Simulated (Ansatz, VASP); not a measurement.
**HfN in two plane-wave programs**

Aim: how closely do two programs agree when they are given the same cell, functional and k mesh? The cell is taken from a series of runs on this material, whose earlier steps may have relaxed, scaled, displaced or heated it; both programs get it as it stands.

Program: Ansatz 0.2.0. Level of theory: plane waves, with VASP 6.6.1 beside it; zone-centre phonons at LDA. Results are calculated unless marked as measured.

### Step 1. Set-up

It takes space group Fm-3m (No. 225, cubic). The conventional cell has a = 4.377 Å, b = 4.377 Å, c = 4.377 Å, α = 90.00°, β = 90.00°, γ = 90.00°. Nearest to N lie 6 Hf at 2.19 Å. Nearest to Hf lie 6 N at 2.19 Å. Farther neighbours and most contacts between anions are not listed.

### Step 2. VASP: zone-centre phonons, LDA, pair 1

Second derivatives magnify differences that forces hide, and they need a tight electronic threshold.

Lines of VASP's logs that name or quote its potential files are left out, and so is its time.

Input file INCAR:

```
SYSTEM = HfN
PREC = Accurate
ENCUT = 600
EDIFF = 1E-08
NELM = 120
ISMEAR = 1
SIGMA = 0.2
LREAL = .FALSE.
ALGO = Normal
GGA = PW92
NBANDS = 13
LASPH = .TRUE.
LORBIT = 11
LWAVE = .FALSE.
LCHARG = .FALSE.
ISIF = 2
IBRION = 8
GGA_COMPAT = .FALSE.
KPAR = 2
```

Input file POSCAR:

```
HfN
1.0
    0.0000000000      2.1884632136      2.1884632136
    2.1884632136      0.0000000000      2.1884632136
    2.1884632136      2.1884632136      0.0000000000
N Hf
1 1
Direct
    0.5000000000      0.5000000000      0.5000000000
    0.0000000000      0.0000000000      0.0000000000
```

Input file KPOINTS:

```
Automatic mesh
0
Gamma
16 16 16
0 0 0
```

The projector-augmented-wave data sets are N and Hf_pv (LDA family, release 64).

On the command line:

```bash
$ mpirun -np 2 vasp_std
```

Numbers of over 12 decimals in the logs are rounded to 6 here.

What it wrote:

```text
[banner, memory and clock lines left out]
running    2 mpi-ranks, on    1 nodes
 distrk:  each k-point on    1 cores,    2 groups
 distr:  one band on    1 cores,    1 groups

 POSCAR found type information on POSCAR N Hf
 POSCAR found :  2 types and       2 ions
|                                                                             |
|               ----> ADVICE to this user running VASP <----                  |
|                                                                             |
|     You enforced a specific xc type in the INCAR file but a different       |
|     [... a line on the potential file left out ...]
|     I HOPE YOU KNOW WHAT YOU ARE DOING!                                     |
|                                                                             |

 LDA part: xc-table for (Slater(with rela. corr.)+PW92), standard interpolation
 POSCAR, INCAR and KPOINTS ok, starting setup
 FFT: planning ... GRIDC
 FFT: planning ... GRID_SOFT
 FFT: planning ... GRID
 WAVECAR not read
 entering main loop
       N       E                     dE             d eps       ncg     rms          rms(c)
DAV:   1     0.403499302214E+02    0.40350E+02   -0.87430E+03  3775   0.123E+03
DAV:   2    -0.248278427893E+02   -0.65178E+02   -0.61288E+02  4873   0.255E+02
DAV:   3    -0.268089024301E+02   -0.19811E+01   -0.19662E+01  4559   0.352E+01
DAV:   4    -0.268173409425E+02   -0.84385E-02   -0.84368E-02  4160   0.262E+00
DAV:   5    -0.268174018663E+02   -0.60924E-04   -0.60923E-04  4522   0.180E-01    0.607E+01
DAV:   6    -0.239149337562E+02    0.29025E+01   -0.92428E+00  4065   0.244E+01    0.501E+01
DAV:   7    -0.238320917903E+02    0.82842E-01   -0.43781E-01  4260   0.555E+00    0.287E+01
DAV:   8    -0.238068542980E+02    0.25237E-01   -0.68638E-02  4530   0.237E+00    0.475E+00
DAV:   9    -0.238035862191E+02    0.32681E-02   -0.13364E-02  4205   0.887E-01    0.191E+00
DAV:  10    -0.238033301721E+02    0.25605E-03   -0.14072E-03  4485   0.348E-01    0.321E-01
DAV:  11    -0.238032981120E+02    0.32060E-04   -0.10665E-04  4343   0.102E-01    0.160E-02
DAV:  12    -0.238032982066E+02   -0.94676E-07   -0.63163E-06  4735   0.231E-02    0.386E-03
DAV:  13    -0.238032981860E+02    0.20618E-07   -0.75628E-08  4453   0.269E-03    0.600E-03
DAV:  14    -0.238032981849E+02    0.10837E-08   -0.83313E-09  2725   0.872E-04
   1 F= -.23803298E+02 E0= -.23803155E+02  d E =-.429075E-03
 Linear response reoptimize wavefunctions to high precision
DAV:   1    -0.238032981843E+02    0.68349E-09   -0.20731E-09  3623   0.430E-04
DAV:   2    -0.238032981843E+02    0.90949E-12   -0.16351E-10  2120   0.114E-04
 Linear response DOF=           2
 Linear response progress:
  Degree of freedom:   1/  2
       N       E                     dE             d eps       ncg     rms          rms(c)
RMM:   1    -0.230986924339E+00   -0.23099E+00    0.16859E-01 19517   0.304E+00
RMM:   2    -0.228868205993E+00    0.21187E-02   -0.38521E-03 14310   0.464E-01    0.731E-01
RMM:   3    -0.229797927659E+00   -0.92972E-03   -0.61678E-04 12663   0.158E-01    0.402E-01
RMM:   4    -0.231422026553E+00   -0.16241E-02   -0.51935E-04 12698   0.143E-01    0.517E-02
RMM:   5    -0.231369174366E+00    0.52852E-04   -0.13238E-05 15303   0.277E-02    0.181E-02
RMM:   6    -0.231335880205E+00    0.33294E-04   -0.33816E-07 15291   0.512E-03    0.115E-02
RMM:   7    -0.231326953029E+00    0.89272E-05   -0.63446E-08 15575   0.208E-03    0.514E-03
RMM:   8    -0.231327279700E+00   -0.32667E-06   -0.10618E-09 16890   0.351E-04    0.801E-04
RMM:   9    -0.231328756508E+00   -0.14768E-05   -0.14727E-08 16056   0.124E-04    0.102E-04
RMM:  10    -0.231328720946E+00    0.35562E-07    0.20921E-08 17798   0.228E-05    0.559E-05
RMM:  11    -0.231328695980E+00    0.24966E-07   -0.21010E-08 16301   0.807E-06    0.173E-05
RMM:  12    -0.231328706613E+00   -0.10633E-07   -0.15134E-08 13548   0.449E-06    0.670E-06
RMM:  13    -0.231328706249E+00    0.36475E-09   -0.46411E-09  9317   0.368E-06    0.372E-07
 first order change of Fermi-energy   0.40698E-04
 force on displaced ion       1 direction 1 : -16.050   0.000   0.000
 Linear response progress:
  Degree of freedom:   2/  2
       N       E                     dE             d eps       ncg     rms          rms(c)
RMM:   1    -0.204422502930E+00   -0.20442E+00    0.35265E+00 10617   0.113E+01
RMM:   2    -0.199972256728E+00    0.44502E-02   -0.25532E-02 13881   0.116E+00    0.718E-01
RMM:   3    -0.199476039060E+00    0.49622E-03   -0.62368E-04 16515   0.129E-01    0.385E-01
RMM:   4    -0.198986736822E+00    0.48930E-03   -0.75074E-05 18088   0.560E-02    0.152E-01
RMM:   5    -0.198758744025E+00    0.22799E-03   -0.12669E-05 19294   0.219E-02    0.165E-02
RMM:   6    -0.198774344672E+00   -0.15601E-04   -0.29478E-06 17846   0.102E-02    0.118E-02
RMM:   7    -0.198774713460E+00   -0.36879E-06   -0.58366E-07 19445   0.206E-03    0.891E-03
RMM:   8    -0.198774678014E+00    0.35446E-07   -0.42200E-06 19953   0.605E-04    0.239E-03
RMM:   9    -0.198774673530E+00    0.44843E-08   -0.34309E-06 19964   0.260E-04    0.401E-04
RMM:  10    -0.198774812509E+00   -0.13898E-06   -0.20016E-06 19954   0.839E-05    0.101E-04
RMM:  11    -0.198774845169E+00   -0.32660E-07   -0.96263E-07 20216   0.351E-05    0.409E-05
RMM:  12    -0.198774856814E+00   -0.11645E-07   -0.48553E-07 18744   0.177E-05    0.196E-05
RMM:  13    -0.198774865553E+00   -0.87385E-08   -0.25672E-07 14638   0.107E-05    0.512E-06
RMM:  14    -0.198774866288E+00   -0.73541E-09   -0.14125E-07 13324   0.785E-06    0.802E-06
RMM:  15    -0.198774869193E+00   -0.29045E-08   -0.86542E-08 12629   0.640E-06    0.381E-06
 first order change of Fermi-energy   0.10436E-03
 force on displaced ion       2 direction 1 : -16.046   0.000   0.000
 Linear response finished
```

OUTCAR, selected parts (step 2):

```text
ion  position               nearest neighbor table
   1  0.500  0.500  0.500-   2 2.19   2 2.19   2 2.19   2 2.19   2 2.19   2 2.19
   2  0.000  0.000  0.000-   1 2.19   1 2.19   1 2.19   1 2.19   1 2.19   1 2.19

  LATTYP: Found a face centered cubic cell.
 ALAT       =     4.3769264272

 Subroutine GETGRP returns: Found 48 space group operations
 (whereof 48 operations were pure point group operations)

The static configuration has the point symmetry O_h .

 Found    145 irreducible k-points:

   k-points           NKPTS =    145   k-points in BZ     NKDIM =    145   number of bands    NBANDS=     13

   dimension x,y,z NGX =    28 NGY =   28 NGZ =   28
   dimension x,y,z NGXF=    56 NGYF=   56 NGZF=   56

   ENCUT  =  600.0 eV  44.10 Ry    6.64 a.u.   6.18  6.18  6.18*2*pi/ulx,y,z

   NELECT =      15.0000    total number of electrons

 k-points in reciprocal lattice and weights: Automatic mesh
   0.00000000  0.00000000  0.00000000       0.000
   0.06250000  0.00000000  0.00000000       0.002
   0.12500000  0.00000000  0.00000000       0.002
   0.18750000  0.00000000  0.00000000       0.002
   0.25000000  0.00000000  0.00000000       0.002
   0.31250000  0.00000000  0.00000000       0.002
   0.37500000  0.00000000  0.00000000       0.002
   0.43750000  0.00000000  0.00000000       0.002
   0.50000000  0.00000000  0.00000000       0.001
[...]
-0.31250000  0.50000000  0.18750000       0.003
  -0.25000000  0.50000000  0.25000000       0.001

 average (electrostatic) potential at core
       1 -60.4827       2 -33.6917

  Total        2.5851258      2.5851258      2.5851258      0.0000000      0.0000000      0.0000000
  in kB      197.5807014    197.5807014    197.5807014      0.0000000      0.0000000      0.0000000
  external PRESSURE =     197.5807014 kB  Pullay stress =       0.0000000 kB

  energy-cutoff  :      600.00
  volume of cell :       20.96
      direct lattice vectors                 reciprocal lattice vectors
     0.000000000  2.188463214  2.188463214    -0.228470827  0.228470827  0.228470827
     2.188463214  0.000000000  2.188463214     0.228470827 -0.228470827  0.228470827
     2.188463214  2.188463214  0.000000000     0.228470827  0.228470827 -0.228470827

 POSITION                                       TOTAL-FORCE (eV/Angst)
 -----------------------------------------------------------------------------------
      2.18846      2.18846      2.18846         0.000000     -0.000000      0.000000
      0.00000      0.00000      0.00000        -0.000000      0.000000     -0.000000
 -----------------------------------------------------------------------------------
    total drift:                                0.000000      0.000000      0.000000

 Eigenvectors and eigenvalues of the dynamical matrix
 ----------------------------------------------------

   1 f  =   17.382325 THz   109.216372 2PiTHz  579.811965 cm-1    71.887489 meV
             X         Y         Z           dx          dy          dz
      2.188463  2.188463  2.188463     0.000000    0.962956    0.000000
      0.000000  0.000000  0.000000     0.000000   -0.269659    0.000000

   2 f  =   17.382325 THz   109.216372 2PiTHz  579.811965 cm-1    71.887489 meV
             X         Y         Z           dx          dy          dz
      2.188463  2.188463  2.188463     0.962956    0.000000    0.000000
      0.000000  0.000000  0.000000    -0.269659    0.000000    0.000000

   3 f  =   17.382325 THz   109.216372 2PiTHz  579.811965 cm-1    71.887489 meV
             X         Y         Z           dx          dy          dz
      2.188463  2.188463  2.188463     0.000000    0.000000    0.962956
      0.000000  0.000000  0.000000     0.000000    0.000000   -0.269659

   4 f/i=    0.000660 THz     0.004146 2PiTHz    0.022011 cm-1     0.002729 meV
             X         Y         Z           dx          dy          dz
      2.188463  2.188463  2.188463    -0.269659    0.000000    0.000000
      0.000000  0.000000  0.000000    -0.962956    0.000000    0.000000

   5 f/i=    0.000660 THz     0.004146 2PiTHz    0.022011 cm-1     0.002729 meV
             X         Y         Z           dx          dy          dz
      2.188463  2.188463  2.188463     0.000000    0.000000   -0.269659
      0.000000  0.000000  0.000000     0.000000    0.000000   -0.962956

   6 f/i=    0.000660 THz     0.004146 2PiTHz    0.022011 cm-1     0.002729 meV
             X         Y         Z           dx          dy          dz
      2.188463  2.188463  2.188463     0.000000   -0.269659    0.000000
      0.000000  0.000000  0.000000     0.000000   -0.962956    0.000000

 ELASTIC MODULI CONTR FROM IONIC RELAXATION (kBar)
 Direction    XX          YY          ZZ          XY          YZ          ZX
 --------------------------------------------------------------------------------
 XX           0.0000      0.0000      0.0000      0.0000      0.0000      0.0000
 YY           0.0000      0.0000      0.0000      0.0000      0.0000      0.0000
 ZZ           0.0000      0.0000      0.0000      0.0000      0.0000      0.0000
 XY           0.0000      0.0000      0.0000      0.0000      0.0000      0.0000
 YZ           0.0000      0.0000      0.0000      0.0000      0.0000      0.0000
 ZX           0.0000      0.0000      0.0000      0.0000      0.0000      0.0000
 --------------------------------------------------------------------------------
```

This run has no spin polarisation. Its electron count is odd, so without a moment it is a metal by construction. Energies printed during the response cycles are not total energies of the cell. Harder data sets than Hf_pv exist (the GW ones), and pressures, volumes and forces can shift noticeably with them.

### Step 3. Ansatz: zone-centre phonons, LDA, pair 1

Ansatz runs on its PAW soft_1 files.

The same cell, functional (in two slightly different forms), mesh and smearing now go to Ansatz, which takes its cutoff from its data sets.

Input file input.yaml:

```yaml
crystal:
  lattice:
    - [0.0, 2.1884632136, 2.1884632136]
    - [2.1884632136, 0.0, 2.1884632136]
    - [2.1884632136, 2.1884632136, 0.0]
  atoms:
    - { symbol: "N", position: [0.5, 0.5, 0.5] }
    - { symbol: Hf, position: [0.0, 0.0, 0.0] }
kpoints:
  mp_grid: { grid: [16, 16, 16] }
hamiltonian:
  xc: lda
  pseudopotentials: { kind: paw, azcp: { folder: soft_1 }, xc_functional: pbe }
scf:
  occupations: { method: methfessel_paxton, width: 0.2 }
output:
  eigenvalues: true
phonons:
  method: dfpt
```

On the command line:

```bash
$ ansatz run input.yaml --threads 4 --pin off --max-ram 10240MiB --backend cpu --events-out ev --progress --plain --runs-dir out
```

What it wrote:

```text
Engine: ansatz 0.2.0, x86_64-unknown-linux-gnu
Pseudopotentials: kind: paw
Pseudopotential: N, paw, valence charge 5, recommended cutoff 420 eV (normal), soft_1/N.paw.azcp
Pseudopotential: Hf, paw, valence charge 26, recommended cutoff 420 eV (normal), soft_1/Hf.paw.azcp
Functional definition: SPW92
  exchange = slater_x
  correlation = pw_c
Crystal: 2 atoms, lattice volume = 20.963 Å³
Basis set: ecut = 420 eV, 411 PW (Γ), exchange–correlation on 48×48×48 points (8 copies of the dense FFT grid, shifted against one another)
Bands: 20, of which v1, the nominal top of the filled ones, is band 16 counted from 1 (15 counted from 0)
Symmetry: 48 space group operations
k-points: 349 of 4096 (irreducible under 8 space group operations, time reversal used)
Non-local potential: N, projectors of the file, l = 0: 2, l = 1: 2, l = 2: 1
Non-local potential: Hf, projectors of the file, l = 0: 3, l = 1: 2, l = 2: 2, l = 3: 3
PAW form: soft (Blöchl's): semilocal exchange-correlation on the pseudo side does not see the compensation charge
PAW frozen core: N, regenerated for the run's functional, and the local potential with it (the file was generated under x = pbe(κ = 0.804, μ = 0.219515), c = pbe(β = 0.066725))
PAW frozen core: Hf, regenerated for the run's functional, and the local potential with it (the file was generated under x = pbe(κ = 0.804, μ = 0.219515), c = pbe(β = 0.066725))
PAW one-centre angular grid: N, 110 points (default); XC on 64 Gauss nodes
PAW one-centre angular grid: Hf, 590 points (default); XC on 64 Gauss nodes
Initial density: superposition of atomic densities (chi_scale 0.1, normalization cell, long waves kept (reshape's long-wave potential 0.00 eV rms))
Initial wavefunctions: pseudopotential atomic-orbital guess
Functional: x = slater, c = lda
SCF iter   1: F=—  HF=-15855.282671 eV  |F-HF|=—  |Δ(HF+E_count)|=         —  Δρ=5.14e-2  dr2=3.97e-1  ethr=3.10e-3  ⟨swp⟩=4.7  Hψ=29811  notcnv=0
preconditioner: auto → Kerker (q_TF=auto, 2.912 Å⁻¹)  [metal: Δε(μ)=0.044 eV  Ē_g=19.498 eV  σ=0.200 eV  W_gap=0.18  n_scr=14 (ndim 8)  ℏωp=43.7 eV  f_vac=0.000  D(μ)=0.52/eV (n_scr^D=0)]
SCF iter   2: F=—  HF=-15855.212740 eV  |F-HF|=—  |Δ(HF+E_count)|=   6.99e-2  S|Δr|=    0.00e0  Δρ=2.88e-2  dr2=8.30e-2  ethr=1.28e-3  ⟨swp⟩=1.6  Hψ=10161  notcnv=0  defer=52
SCF iter   3: F=—  HF=-15855.196510 eV  |F-HF|=—  |Δ(HF+E_count)|=   1.62e-2  S|Δr|=    0.00e0  Δρ=9.24e-3  dr2=1.10e-2  ethr=2.68e-4  ⟨swp⟩=1.1  Hψ=6911  notcnv=0  defer=52
SCF iter   4: F=—  HF=-15855.193469 eV  |F-HF|=—  |Δ(HF+E_count)|=   3.04e-3  S|Δr|=    0.00e0  Δρ=1.46e-3  dr2=3.25e-4  ethr=3.55e-5  ⟨swp⟩=1.1  Hψ=7208  notcnv=0  defer=52
SCF iter   5: F=—  HF=-15855.193579 eV  |F-HF|=—  |Δ(HF+E_count)|=   1.11e-4  S|Δr|=    0.00e0  Δρ=8.75e-4  dr2=8.84e-5  ethr=1.05e-6  ⟨swp⟩=2.0  Hψ=12357  notcnv=0  defer=52
SCF iter   6: F=—  HF=-15855.193497 eV  |F-HF|=—  |Δ(HF+E_count)|=   8.19e-5  S|Δr|=    0.00e0  Δρ=2.44e-4  dr2=7.55e-6  ethr=2.85e-7  ⟨swp⟩=2.3  Hψ=12528  notcnv=0  defer=52
SCF iter   7: F=—  HF=-15855.193490 eV  |F-HF|=—  |Δ(HF+E_count)|=   6.84e-6  S|Δr|=    0.00e0  Δρ=6.26e-5  dr2=5.66e-7  ethr=2.44e-8  ⟨swp⟩=2.2  Hψ=11735  notcnv=0  defer=76
SCF iter   8: F=—  HF=-15855.193490 eV  |F-HF|=—  |Δ(HF+E_count)|=   6.89e-7  S|Δr|=    0.00e0  Δρ=2.35e-5  dr2=9.46e-8  ethr=1.82e-9  ⟨swp⟩=2.0  Hψ=12095  notcnv=0  defer=76
SCF iter   9: F=—  HF=-15855.193490 eV  |F-HF|=—  |Δ(HF+E_count)|=   1.39e-8  S|Δr|=    0.00e0  Δρ=4.33e-6  dr2=3.05e-9  ethr=3.05e-10  ⟨swp⟩=2.8  Hψ=12183  notcnv=0  defer=76
SCF iter  10: F=—  HF=-15855.193490 eV  |F-HF|=—  |Δ(HF+E_count)|=  3.15e-10  S|Δr|=    0.00e0  Δρ=5.96e-7  dr2=6.55e-11  ethr=9.85e-12  ⟨swp⟩=2.7  Hψ=12216  notcnv=0  defer=76
SCF iter  11: F=-15855.193490 eV  HF=-15855.193490 eV  |F-HF|=5.46e-12  |Δ(HF+E_count)|=  1.09e-11  S|Δr|=    0.00e0  Δρ=5.24e-8  dr2=3.92e-13  ethr=1.00e-12  ⟨swp⟩=7.1  Hψ=36353  notcnv=0
SCF 1 converged in 11 iterations: F = -15855.193490 eV  dr2 = 3.92e-13
  greatest PAW one-centre occupation: 0.998 electrons in one spin orbital (limit 2), on the Hf atom at site 1 (counted from 0), in its partial waves of l = 3
DFPT response loops at Γ: preconditioner auto → Kerker (q_TF=auto, 2.912 Å⁻¹) (partly filled bands, converged f_vac=0.000); β = 1.00, the filter's whole step (`scf.mixing.beta` (0.50) is not read by the response loops under this deck's `scf.mixing.preconditioner`; to damp them name `kerker` or `kerker_dos`, under which they read `scf.mixing.beta`, and type it under 1.00, their step now; both keys bind the ground state too); Broyden in place of MSR1
SCF converged after 11 iterations
Stability not checked: this state was not tested for a lower state beside it, because cold or Methfessel-Paxton smearing, or corrected tetrahedra, fill the levels in a way that the test cannot read (fill_not_monotonic; see scf.lower_state_search)
Free energy (F): -15855.193490 eV
Harris-Foulkes:  -15855.193490 eV  (|F-HF|=5.46e-12)
Internal energy: -15855.192903 eV  (E = F + TS)
E sigma→0 (E₀):  -15855.193343 eV
Entropy (-TS):   -0.000586 eV (-0.293 meV/atom)
Fermi energy:    24.022258 eV
--- Per-component energies (eV) ---
  E_band       = 191.412946
  E_kinetic    = 547.189260
  E_local      = -5682.345375  (includes V_loc(G=0)·N_el)
  E_nonlocal   = 112.269907
  E_hartree    = 2822.202866
  E_xc         = -327.192832
  E_vxc        = -335.183881  (∫ρ·V_xc dr)
  E_paw        = -7576.942046  (= ΣΔE_a)
  E_vpaw       = -94.923613  (= ΣTr[D̂ρ^β])
  E_aug_tail   = 0.000942  (compensation charges beyond the density's cutoff)
  E_ewald      = -5752.912758
  E_core_change = 2.537132  (= ΣΔE_core)
  E_smearing   = -0.000586  (= −TS)
  E_closure    = -0.000000  (closes the sum)
  Σ components = -15855.193490   (vs F -15855.193490, Δ=0.00e0)
--- Band table (eV; the first three rows and the last of 349) ---
  k-point 0: bands = [... 12 lower, 21.0861, 21.0861, 21.0861, 23.5319, 23.5319, 23.5319, 26.1259, 26.1259]
  k-point 1: bands = [... 12 lower, 20.6500, 20.7947, 20.7947, 23.6895, 23.6895, 23.6919, 26.4859, 26.4859]
  k-point 2: bands = [... 12 lower, 19.6823, 20.1384, 20.1384, 23.9723, 24.0933, 24.0933, 27.4054, 27.4054]
  k-point 348: bands = [... 12 lower, 17.5400, 18.4734, 18.4734, 25.2742, 25.2742, 30.2514, 30.5532, 31.0111]
--- Phonons (Γ-DFPT): 2 representative perturbations + reference, on 349 of 4096 k-points (Σ response iterations 7) ---
  k mesh reduced under 8 symmetry operations, with k and −k counted as one. Each operation leaves every solved perturbation unchanged. A smaller set is not used because it would not reduce the number of displacements times k-points to solve
  ASR residual: 1.017e-5 → 0.000e0 eV/Å²; symmetrization residual: 1.124e-6 eV/Å²
  ASR residual per site (eV/Å²): 4.99e-6 1.02e-5
  Γ frequencies (cm⁻¹): 0.00 0.00 0.00 575.19 575.19 575.19
  non-analytic LO–TO correction: not included (Born effective charges unavailable; polar crystals: no LO–TO splitting at Γ)
```

Reading the cycles: dr2 is the Hartree energy of the density residual (eV), the measure of convergence; HF is the Harris–Foulkes estimate of the energy, which meets the free energy F at convergence.

### Step 4. Side by side

Known differences besides the potentials themselves: the data sets hold 31 valence electrons in Ansatz (on its PAW soft_1 files) and 15 in VASP; the cutoff is 420 eV in Ansatz and 600 eV in VASP; VASP's log shows a relativistic correction to its local exchange, Ansatz's none. Total energies have different zeros and are not compared.

The two programs side by side:

```
                  quantity  Ansatz   VASP  difference
optical mode 1 to 3 (cm⁻¹)   575.2  579.8     -0.80 %
```

Modes are paired by rising frequency, not by their patterns, so a pair may set unlike modes beside each other; they are those without the splitting of longitudinal modes.

(Part 1 of 2 ends here.)

[Lines on the potential files, build, host, timing and source positions are cut from VASP's logs without a mark.]

[Logs are printed without paths, hosts, clocks, repeated set-up lines and the standing remarks that a program may print on its own settings, such as how far it seeks lower states.]

[Hosts, paths, dates, database ids (printed as entryN), source tags and the programs' standing remarks are cut or masked in the printed files.]
